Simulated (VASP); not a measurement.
All values below come from MS2 meta-GGA, VASP's PBE PAW potentials (set 64) (plane waves; VASP).

A VASP calculation is set up with these files.

### POSCAR
```
GaP
1.0
  0.0000000000   2.7250000000   2.7250000000
  2.7250000000   0.0000000000   2.7250000000
  2.7250000000   2.7250000000   0.0000000000
Ga P
1 1
Cart
  0.0000000000   0.0000000000   0.0000000000
  1.3625000000   1.3625000000   1.3625000000
```

INCAR:
```
SYSTEM = GaP
PREC = Accurate
ENCUT = 520
EDIFF = 1E-6
NELM = 100
ALGO = Normal
LREAL = .FALSE.
LASPH = .TRUE.
ISMEAR = 0
SIGMA = 0.05
METAGGA = MS2
LMIXTAU = .TRUE.
LMAXMIX = 4
LWAVE = .FALSE.
LCHARG = .FALSE.
IBRION = 2
ISIF = 3
NSW = 60
EDIFFG = -0.01
```

KPOINTS:
```
Automatic
0
Gamma
  8 8 8
```

POTCAR, in this order: Ga_d P (PBE.64 set). Program: vasp_std.

The resulting files:

**OSZICAR**
```
       N       E                     dE             d eps       ncg     rms          rms(c)
DAV:   1     0.563176411674E+02    0.56318E+02   -0.85270E+03   791   0.178E+03
DAV:   2    -0.194570571228E+02   -0.75775E+02   -0.73028E+02   804   0.307E+02
DAV:   3    -0.247709626642E+02   -0.53139E+01   -0.52864E+01   972   0.669E+01
DAV:   4    -0.248591903141E+02   -0.88228E-01   -0.88167E-01   832   0.924E+00
DAV:   5    -0.248611213996E+02   -0.19311E-02   -0.19309E-02   960   0.122E+00    0.664E+00
DAV:   6    -0.147611026533E+02    0.10100E+02   -0.58867E+00  1032   0.579E+01    0.259E+00
DAV:   7    -0.149854194298E+02   -0.22432E+00   -0.75756E-01   764   0.148E+01    0.246E+00
DAV:   8    -0.149702599511E+02    0.15159E-01   -0.47853E-01   754   0.831E+00    0.643E-01
DAV:   9    -0.149862552996E+02   -0.15995E-01   -0.68094E-02   774   0.378E+00    0.321E-01
DAV:  10    -0.148573955673E+02    0.12886E+00   -0.10064E-01   759   0.524E+00    0.966E-02
DAV:  11    -0.149880042441E+02   -0.13061E+00   -0.68779E-02   754   0.394E+00    0.115E-01
DAV:  12    -0.149883054176E+02   -0.30117E-03   -0.95395E-04   934   0.359E-01    0.866E-02
DAV:  13    -0.149881499165E+02    0.15550E-03   -0.20841E-04   784   0.172E-01    0.401E-02
DAV:  14    -0.149883491846E+02   -0.19927E-03   -0.34489E-04   764   0.276E-01    0.180E-02
DAV:  15    -0.149883282985E+02    0.20886E-04   -0.53568E-05   861   0.106E-01    0.859E-03
DAV:  16    -0.149883493599E+02   -0.21061E-04   -0.72447E-06   849   0.312E-02    0.516E-03
DAV:  17    -0.149883568150E+02   -0.74551E-05   -0.87018E-06   804   0.630E-02    0.593E-03
DAV:  18    -0.149883649962E+02   -0.81812E-05   -0.27947E-06   779   0.257E-02    0.156E-03
DAV:  19    -0.149883670234E+02   -0.20272E-05   -0.12551E-07   382   0.675E-03    0.729E-04
DAV:  20    -0.149883719547E+02   -0.49313E-05   -0.84226E-08   392   0.388E-03    0.549E-04
DAV:  21    -0.149883723576E+02   -0.40289E-06   -0.59080E-08   387   0.333E-03
   1 F= -.14988372E+02 E0= -.14988372E+02  d E =-.149884E+02
       N       E                     dE             d eps       ncg     rms          rms(c)
DAV:   1    -0.150134768426E+02   -0.25105E-01   -0.33786E-01   999   0.130E+01    0.984E-01
DAV:   2    -0.149952770648E+02    0.18200E-01   -0.33609E-02   944   0.547E+00    0.444E-01
DAV:   3    -0.149900092395E+02    0.52678E-02   -0.74843E-03   974   0.208E+00    0.112E-01
DAV:   4    -0.149894189219E+02    0.59032E-03   -0.15437E-03   813   0.717E-01    0.435E-02
DAV:   5    -0.149890133629E+02    0.40556E-03   -0.80496E-04   826   0.461E-01    0.356E-02
DAV:   6    -0.149892446771E+02   -0.23131E-03   -0.67811E-04   754   0.408E-01    0.822E-03
DAV:   7    -0.149893052402E+02   -0.60563E-04   -0.11282E-04   754   0.142E-01    0.747E-03
DAV:   8    -0.149892990394E+02    0.62007E-05   -0.41651E-06   804   0.350E-02    0.155E-03
DAV:   9    -0.149892996458E+02   -0.60636E-06   -0.10519E-06   597   0.169E-02
   2 F= -.14989300E+02 E0= -.14989300E+02  d E =-.927288E-03
       N       E                     dE             d eps       ncg     rms          rms(c)
DAV:   1    -0.149908856350E+02   -0.15866E-02   -0.19241E-02  1004   0.318E+00    0.232E-01
DAV:   2    -0.149897001272E+02    0.11855E-02   -0.18346E-03   939   0.120E+00    0.106E-01
DAV:   3    -0.149893529812E+02    0.34715E-03   -0.44930E-04   979   0.509E-01    0.256E-02
DAV:   4    -0.149893734514E+02   -0.20470E-04   -0.88495E-05   784   0.176E-01    0.105E-02
DAV:   5    -0.149893868864E+02   -0.13435E-04   -0.38101E-05   852   0.101E-01    0.847E-03
DAV:   6    -0.149894062663E+02   -0.19380E-04   -0.50677E-05   754   0.112E-01    0.337E-03
DAV:   7    -0.149894132958E+02   -0.70295E-05   -0.14334E-05   754   0.524E-02    0.198E-03
DAV:   8    -0.149894167051E+02   -0.34093E-05   -0.32698E-07   432   0.939E-03    0.343E-04
DAV:   9    -0.149894150838E+02    0.16213E-05   -0.11685E-07   377   0.673E-03    0.191E-04
DAV:  10    -0.149894151007E+02   -0.16895E-07   -0.14358E-08   377   0.190E-03
   3 F= -.14989415E+02 E0= -.14989415E+02  d E =-.104274E-02
       N       E                     dE             d eps       ncg     rms          rms(c)
DAV:   1    -0.149897542119E+02   -0.33913E-03   -0.43727E-03  1004   0.151E+00    0.111E-01
DAV:   2    -0.149894504579E+02    0.30375E-03   -0.41586E-04   949   0.571E-01    0.504E-02
DAV:   3    -0.149893620403E+02    0.88418E-04   -0.10155E-04   974   0.242E-01    0.123E-02
DAV:   4    -0.149893773418E+02   -0.15301E-04   -0.20324E-05   789   0.847E-02    0.492E-03
DAV:   5    -0.149893867091E+02   -0.93673E-05   -0.10323E-05   826   0.521E-02    0.420E-03
DAV:   6    -0.149893959109E+02   -0.92018E-05   -0.83676E-06   754   0.454E-02    0.886E-04
DAV:   7    -0.149893963781E+02   -0.46721E-06   -0.13565E-06   588   0.157E-02
   4 F= -.14989396E+02 E0= -.14989396E+02  d E =-.102402E-02
```

### OUTCAR
```
------------------------ aborting loop because EDIFF is reached ----------------------------------------
  FORCE on cell =-STRESS in cart. coord.  units (eV):
  Direction    XX          YY          ZZ          XY          YZ          ZX
  --------------------------------------------------------------------------------------
  Total        0.0030610      0.0030610      0.0030610      0.0000000      0.0000000     -0.0000000
  in kB        0.1222201      0.1222201      0.1222201      0.0000000      0.0000000     -0.0000000
  external PRESSURE =       0.1222201 kB  Pullay stress =       0.0000000 kB
  volume of cell :       40.13
      direct lattice vectors                 reciprocal lattice vectors
     0.000000000  2.717276814  2.717276814    -0.184007753  0.184007753  0.184007753
     2.717276814 -0.000000000  2.717276814     0.184007753 -0.184007753  0.184007753
     2.717276814  2.717276814  0.000000000     0.184007753  0.184007753 -0.184007753
  FREE ENERGIE OF THE ION-ELECTRON SYSTEM (eV)
  ---------------------------------------------------
  free  energy   TOTEN  =       -14.9893963781 eV

  energy  without entropy=      -14.9893963781  energy(sigma->0) =      -14.98939638

 reached required accuracy - stopping structural energy minimisation
```
(Selected blocks of OUTCAR.)

CONTCAR:
```
GaP
   1.00000000000000
     0.0000000000000000    2.7172768141223385    2.7172768141223385
     2.7172768141223385   -0.0000000000000000    2.7172768141223385
     2.7172768141223385    2.7172768141223385    0.0000000000000000
  Ga              P
     1     1
Direct
     0.0000000000000000    0.0000000000000000    0.0000000000000000
     0.2500000000000000    0.2500000000000000    0.2500000000000000
```

File OUTCAR:
```
 val. band max:        4.4794224174   @ k =   0.0000   0.0000   0.0000

 cond. band min:       6.3795590375   @ k =   0.5000   0.5000   0.0000


 Fermi energy:         4.7439002871

 k-point     1 :       0.0000    0.0000    0.0000
  band No.  band energies     occupation
      1      -9.9198      2.00000
      2      -9.9198      2.00000
      3      -9.9197      2.00000
      4      -9.8047      2.00000
      5      -9.8047      2.00000
      6      -8.4201      2.00000
      7       4.4794      2.00000
      8       4.4794      2.00000
      9       4.4794      2.00000
     10       6.9660      0.00000
     11       8.8039      0.00000
     12       8.8040      0.00000
     13       8.8042      0.00000

 k-point     2 :       0.1250    0.0000    0.0000
  band No.  band energies     occupation
      1      -9.9438      2.00000
      2      -9.9145      2.00000
      3      -9.9144      2.00000
      4      -9.8047      2.00000
      5      -9.8047      2.00000
      6      -8.2023      2.00000
      7       2.9067      2.00000
      8       4.2518      2.00000
      9       4.2519      2.00000
     10       7.5215      0.00000
     11       9.1618      0.00000
     12       9.1620      0.00000
     13       9.3533      0.00000

 k-point     3 :       0.2500    0.0000    0.0000
  band No.  band energies     occupation
      1      -9.9911      2.00000
      2      -9.9031      2.00000
      3      -9.9030      2.00000
      4      -9.8033      2.00000
      5      -9.8032      2.00000
      6      -7.5974      2.00000
      7       0.6029      2.00000
      8       3.8151      2.00000
      9       3.8151      2.00000
     10       7.1539      0.00000
     11       9.6798      0.00000
     12       9.6799      0.00000
     13      11.2938      0.00000

 k-point     4 :       0.3750    0.0000    0.0000
  band No.  band energies     occupation
      1     -10.0297      2.00000
      2      -9.8941      2.00000
      3      -9.8941      2.00000
...
```

The compound is GaP in the zinc blende structure. This run relaxes it. Symmetry was kept, so distortions that lower it aren't found.
